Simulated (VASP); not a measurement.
Here is the system:

```xyz
2
Lattice="2.6775 0.0000 0.0000 -1.3387 2.3187 0.0000 0.0000 0.0000 4.8652" Properties=species:S:1:pos:R:3 pbc="T T T"
Zn     1.3387     0.7729     3.6489
Zn     0.0000     1.5458     1.2163
```

These are PBE GGA, VASP's PBE PAW potentials (set 64) (plane waves; VASP 6.6.1) values and carry that method's errors. Numerical set-up: PREC = Normal, EDIFF = 1E-5, 400 eV cut-off, 17×17×9 Γ-centred mesh, first-order Methfessel-Paxton smearing of 0.10 eV, potentials Zn.

### Question
Give the stress tensor in GPa (positive for a compressed cell).

### Answer

```
-0.38   0.00   0.00
 0.00  -0.38   0.00
 0.00   0.00  -1.72
```
The pressure is its mean diagonal, -0.83 GPa.

The compound is Zn in the hcp structure. It was relaxed first.
